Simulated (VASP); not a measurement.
# Be3ZnTe4 (I-42m) in VASP: phonons with PBE

Aim: the phonons of Be3ZnTe4 with PBE.

Everything below comes from runs of VASP 6.6.1. Logs are shortened: lines on timing, memory, paths and dates and some standing lists are left out, and cuts for length are marked.

**1. Starting point**

It takes space group I-42m (No. 121, tetragonal). The conventional cell has a = 5.801 Å, b = 5.801 Å, c = 11.569 Å, α = 90.00°, β = 90.00°, γ = 90.00°. Be (site symmetry -42m) is surrounded by 4 Te at 2.45 Å. Be (site symmetry -4) is surrounded by 4 Te at 2.48 Å. Around Zn (site symmetry -42m) lie 4 Te at 2.64 Å. Te (site symmetry m) is surrounded by 3 Be at 2.45 to 2.48 Å and 1 Zn at 2.64 Å.

The cell was built by a generator and needn't be a form met in nature.

**2. Phonons, PBE**

File POSCAR:

```
Be3ZnTe4
1.0
   -2.9004200000      2.9004200000      5.7844800000
    2.9004200000     -2.9004200000      5.7844800000
    2.9004200000      2.9004200000     -5.7844800000
Be Zn Te
3 1 4
Direct
    0.5000000000      0.5000000000      0.0000000000
    0.7500000000      0.2500000000      0.5000000000
    0.2500000000      0.7500000000      0.5000000000
    0.0000000000      0.0000000000      0.0000000000
    0.1336510000      0.1336510000      0.5282340000
    0.6054180000      0.6054180000      0.4717660000
    0.8663490000      0.3945820000      0.0000000000
    0.3945820000      0.8663490000      0.0000000000
```

File INCAR.step1:

```
SYSTEM = Be3ZnTe4
PREC     = Accurate       ! precision mode
ENCUT    = 520            ! plane-wave cutoff, eV
EDIFF    = 1E-8           ! SCF threshold, eV
ISMEAR   = 0              ! smearing method
SIGMA    = 0.03           ! smearing width, eV
LREAL    = .False.        ! projectors in reciprocal space
LASPH    = .True.         ! aspherical terms in the spheres
NELM     = 60             ! most SCF steps
ALGO     = Normal         ! electronic algorithm
ISIF     = 3              ! what is computed and relaxed
LWAVE    = .False.        ! write WAVECAR
LCHARG   = .False.        ! write CHGCAR
GGA      = PE             ! functional
KPAR     = 8            
IBRION   = 2              ! ionic algorithm
NSW      = 40             ! ionic steps
EDIFFG   = -0.002         ! ionic threshold
```

File INCAR.step2:

```
SYSTEM = Be3ZnTe4
PREC     = Accurate       ! precision mode
ENCUT    = 520            ! plane-wave cutoff, eV
EDIFF    = 1E-8           ! SCF threshold, eV
ISMEAR   = 0              ! smearing method
SIGMA    = 0.03           ! smearing width, eV
LREAL    = .False.        ! projectors in reciprocal space
LASPH    = .True.         ! aspherical terms in the spheres
NELM     = 60             ! most SCF steps
ALGO     = Normal         ! electronic algorithm
ISIF     = 2              ! what is computed and relaxed
LWAVE    = .False.        ! write WAVECAR
LCHARG   = .False.        ! write CHGCAR
GGA      = PE             ! functional
KPAR     = 8            
IBRION   = 6              ! ionic algorithm
NFREE    = 2            
POTIM    = 0.015          ! step
NSW      = 1              ! ionic steps
```

File KPOINTS:

```
Automatic mesh
0
Gamma
  5 5 5
  0 0 0
```

Potentials or basis: VASP PAW PBE potentials, release 64 (Be, Zn, Te).

Started as:

```sh
> cat potpaw_PBE.64/Be/POTCAR potpaw_PBE.64/Zn/POTCAR potpaw_PBE.64/Te/POTCAR > POTCAR
> cp INCAR.step1 INCAR
> mpirun -np 8 vasp_std > vasp.out
> cp CONTCAR POSCAR
> cp INCAR.step2 INCAR
> mpirun -np 8 vasp_std > vasp.out
```

OUTCAR:

```text
SYSTEM = Be3ZnTe4
   PREC = Accurate
   ENCUT = 520
   EDIFF = 1E-8
   ISMEAR = 0
   LREAL = .False.
   LASPH = .True.
   NELM = 60
   ISIF = 2
   GGA = PE
   IBRION = 6
   NFREE = 2
   POTIM = 0.015
   NSW = 1

 ion  position               nearest neighbor table
   1  0.500  0.500  0.000-   6 2.45   7 2.45   8 2.45   5 2.45
   2  0.750  0.250  0.500-   5 2.48   7 2.48   8 2.48   6 2.48
   3  0.250  0.750  0.500-   5 2.48   8 2.48   7 2.48   6 2.48
   4  0.000  0.000  0.000-   7 2.64   8 2.64   6 2.64   5 2.64
   5  0.134  0.134  0.528-   1 2.45   2 2.48   3 2.48   4 2.64
   6  0.605  0.605  0.472-   1 2.45   2 2.48   3 2.48   4 2.64
   7  0.866  0.395  0.000-   1 2.45   3 2.48   2 2.48   4 2.64
   8  0.395  0.866  0.000-   1 2.45   2 2.48   3 2.48   4 2.64

  LATTYP: Found a body centered tetragonal cell.
 ALAT       =     5.8003057655
 C/A-ratio  =     1.9943018776

  Lattice vectors:

 A1 = (  -2.9001528827,   2.9001528827,   5.7837803394)
 A2 = (   2.9001528827,  -2.9001528827,   5.7837803394)
 A3 = (   2.9001528827,   2.9001528827,  -5.7837803394)

Analysis of symmetry for initial positions (statically):
=====================================================================
 Subroutine PRICEL returns:
 Original cell was already a primitive cell.

 Routine SETGRP: Setting up the symmetry group for a
 body centered tetragonal supercell.

 Subroutine GETGRP returns: Found  8 space group operations
 (whereof  8 operations were pure point group operations)
 out of a pool of 16 trial point group operations.

The static configuration has the point symmetry D_2d.

Analysis of symmetry for dynamics (positions and initial velocities):
=====================================================================
 Subroutine PRICEL returns:
 Original cell was already a primitive cell.

 Routine SETGRP: Setting up the symmetry group for a
 body centered tetragonal supercell.

 Subroutine GETGRP returns: Found  8 space group operations
 (whereof  8 operations were pure point group operations)
 out of a pool of 16 trial point group operations.

The dynamic configuration has the point symmetry D_2d.

 Subroutine INISYM returns: Found  8 space group operations
 (whereof  8 operations are pure point group operations),
 and found     1 'primitive' translations

----------------------------------------------------------------------------------------

                                     Primitive cell

  volume of cell :     194.5869

  direct lattice vectors                    reciprocal lattice vectors
    -2.900152883  2.900152883  5.783780339     0.000000000  0.172404704  0.086448650
     2.900152883 -2.900152883  5.783780339     0.172404704  0.000000000  0.086448650
     2.900152883  2.900152883 -5.783780339     0.172404704  0.172404704  0.000000000

  length of vectors
     7.090408204  7.090408204  7.090408204     0.192864593  0.192864593  0.243817071

  position of ions in fractional coordinates (direct lattice)
     0.500000000  0.500000000  0.000000000
     0.750000000  0.250000000  0.500000000
     0.250000000  0.750000000  0.500000000
     0.000000000  0.000000000  0.000000000
     0.133630704  0.133630704  0.528210353
     0.605421351  0.605421351  0.471789647
     0.866369296  0.394578649  0.000000000
     0.394578649  0.866369296  0.000000000

  ion indices of the primitive-cell ions
   primitive index   ion index
                 1           1
[... 92 lines left out ...]
     AMIX_MAG =   1.60;   BMIX_MAG =  1.00
  volume/ion in A,a.u.               =      24.32       164.14
  Fermi-wavevector in a.u.,A,eV,Ry     =   0.982019  1.855748 13.120943  0.964362
  Thomas-Fermi vector in A             =   2.113070
   LORBIT       =      0    0 simple, 1 ext, 2 COOP (PROOUT), +10 PAW based schemes
   GGA     = PE    functional components
   LHFCALC =     F    Hartree Fock is set to
   AEXX    =    0.0000 exact exchange contribution
   IVDW    =     0    specifies the selected vdW correction
   LEPSILON=     F    determine dielectric tensor
   LRPA    =     F    only Hartree local field effects (RPA)
 finite differences with symmetry
 non-spin polarized calculation
 Gauss-broadening in eV      SIGMA  =   0.03
  energy-cutoff  :      520.00
  volume of cell :      194.59
 maximum number of plane-waves:      5269
 NGX is ok and might be reduce to    54
   NGX = 27   NGY = 27   NGZ = 27

--------------------------------------- Ionic step        1  -------------------------------------------

 number of electron      41.9999987 magnetization

 Free energy of the ion-electron system (eV)
  ---------------------------------------------------
  ext. energy  EPLUGINS =         0.00000000
  ---------------------------------------------------
  free energy    TOTEN  =       -27.96207812 eV

  energy without entropy =      -27.96207812  energy(sigma->0) =      -27.96207812

------------------------ aborting loop because EDIFF is reached ----------------------------------------

  FORCE on cell =-STRESS in cart. coord.  units (eV):
  Direction    XX          YY          ZZ          XY          YZ          ZX
  --------------------------------------------------------------------------------------
  -------------------------------------------------------------------------------------
  Total        0.0037045      0.0037045      0.0007268      0.0000000      0.0000000      0.0000000
  in kB        0.0305016      0.0305016      0.0059843      0.0000000      0.0000000      0.0000000
  external PRESSURE =       0.0223292 kB  Pullay stress =       0.0000000 kB
[... 107 lines left out ...]
  FREE ENERGIE OF THE ION-ELECTRON SYSTEM (eV)
  ---------------------------------------------------
  free  energy   TOTEN  =       -27.9614048448 eV

  energy  without entropy=      -27.9614048448  energy(sigma->0) =      -27.96140484

[... ionic steps 4 to 14 ...]

--------------------------------------- Ionic step       15  -------------------------------------------

 number of electron      41.9999987 magnetization

------------------------ aborting loop because EDIFF is reached ----------------------------------------
[... 79 lines left out ...]
--------------------------------------- Ionic step       17  -------------------------------------------

 number of electron      41.9999987 magnetization

 Free energy of the ion-electron system (eV)
  ---------------------------------------------------
  ext. energy  EPLUGINS =         0.00000000
  ---------------------------------------------------
  free energy    TOTEN  =       -27.96117618 eV

  energy without entropy =      -27.96117618  energy(sigma->0) =      -27.96117618

 E-fermi :   4.4916     XC(G=0):  -8.9551

 val. band max:        4.3484471849   @ k =   0.0000   0.0000   0.0000
 cond. band min:       6.4013933335   @ k =  -0.2000  -0.2000   0.2000
 fundamental gap:      2.0529461486
 Fermi energy:         4.4916302670

 k-point     1 :       0.0000    0.0000    0.0000
  band No.  band energies     occupation
      1      -7.6901      2.00000
      2      -6.1068      2.00000
      3      -6.0786      2.00000
      4      -6.0776      2.00000
      5      -2.3478      2.00000
      6      -2.3462      2.00000
[... 685 lines left out ...]
     25       8.0727      0.00000
     26       8.6604      0.00000

 [... further k-points ...]
[... 5 lines left out ...]
  --------------------------------------------------------------------------------------
  -------------------------------------------------------------------------------------
  Total        0.0027932      0.0027932     -0.0037239     -0.0629109      0.0081484      0.0081484
  in kB        0.0229985      0.0229985     -0.0306615     -0.5179915      0.0670916      0.0670918
  external PRESSURE =       0.0051118 kB  Pullay stress =       0.0000000 kB
[... 23 lines left out ...]
  FREE ENERGIE OF THE ION-ELECTRON SYSTEM (eV)
  ---------------------------------------------------
  free  energy   TOTEN  =       -27.9611761757 eV

  energy  without entropy=      -27.9611761757  energy(sigma->0) =      -27.96117618

 INTERNAL STRAIN TENSORS FROM DISPLACED ATOMS
 ============================================

 INTERNAL STRAIN TENSOR FOR ION    1 for displacements in x,y,z  (eV/Angst):
          X           Y           Z          XY          YZ          ZX
  --------------------------------------------------------------------------------
  x     0.00000     0.00000     0.00000     0.00000    -4.21948     0.00000
  y     0.00000     0.00000     0.00000     0.00000     0.00000    -4.21948
  z     0.00000     0.00000     0.00000    -4.30767     0.00000     0.00000

 INTERNAL STRAIN TENSOR FOR ION    8 for displacements in x,y,z  (eV/Angst):
          X           Y           Z          XY          YZ          ZX
  --------------------------------------------------------------------------------
  x     0.33658     0.10942     0.53803    -0.15816     4.21274    -0.38745
  y    -0.10942    -0.33658    -0.53803     0.15816    -0.38745     4.21274
  z    -0.29496    -0.29496    -0.41065     4.19868    -0.53222     0.53222

 Eigenvectors and eigenvalues of the dynamical matrix
 ----------------------------------------------------

   1 f  =   14.719927 THz    92.488030 2PiTHz  491.003919 cm-1    60.876700 meV
             X         Y         Z           dx          dy          dz
      0.000000  0.000000  5.783780    -0.000000    0.000000   -0.652033
      0.000000  2.900153  2.891890    -0.000000    0.000000    0.531424
      2.900153  0.000000  2.891890     0.000000   -0.000000    0.531424
      0.000000  0.000000  0.000000     0.000000   -0.000000   -0.069471
      1.531891  1.531891 -1.509271     0.023246    0.023246   -0.014835
      1.368262  1.368262  4.274521    -0.023246   -0.023246   -0.014835
     -1.368265  1.368265  7.293046    -0.023246    0.023246   -0.014835
      1.368265 -1.368265  7.293046     0.023246   -0.023246   -0.014835
[... 243 lines left out ...]
  24 f/i=    0.012333 THz     0.077492 2PiTHz    0.411395 cm-1     0.051006 meV
             X         Y         Z           dx          dy          dz
      0.000000  0.000000  5.783780    -0.000000    0.000000    0.121580
      0.000000  2.900153  2.891890    -0.000000    0.000000    0.122101
      2.900153  0.000000  2.891890    -0.000000    0.000000    0.122101
      0.000000  0.000000  0.000000    -0.000000    0.000000    0.332311
      1.531891  1.531891 -1.509271    -0.000757   -0.000757    0.459610
      1.368262  1.368262  4.274521     0.000757    0.000757    0.459610
     -1.368265  1.368265  7.293046     0.000757   -0.000757    0.459610
      1.368265 -1.368265  7.293046    -0.000757    0.000757    0.459610

 ELASTIC MODULI CONTR FROM IONIC RELAXATION (kBar)
 Direction    XX          YY          ZZ          XY          YZ          ZX
 --------------------------------------------------------------------------------
 XX          -1.4800      0.1755     -1.2931      0.0000      0.0000     -0.0000
 YY           0.1755     -1.4800     -1.2931     -0.0000      0.0000     -0.0000
 ZZ          -1.2931     -1.2931     -2.7266     -0.0000      0.0000     -0.0000
 XY           0.0000     -0.0000     -0.0000   -105.2987     -0.0000      0.0000
 YZ           0.0000      0.0000      0.0000     -0.0000   -108.3535     -0.0000
 ZX          -0.0000     -0.0000     -0.0000      0.0000     -0.0000   -108.3535
 --------------------------------------------------------------------------------
```

It took 19 min on 8 MPI ranks of Intel Xeon Platinum 8488C (Sapphire Rapids), shared host; peak memory 0.74 GiB.

What came out:

* Highest phonon frequency at Γ, LO-TO splitting left out: 491 cm⁻¹

Phonon frequencies in cm⁻¹ (negative: imaginary):
```
              q point                                                                             frequencies
(0.000, 0.000, 0.000)  0 0 0 80 80 96 108 108 116 130 136 150 181 181 189 378 400 400 428 428 438 445 445 491
```

The run has no spin-orbit coupling, so splittings on Te are missing.
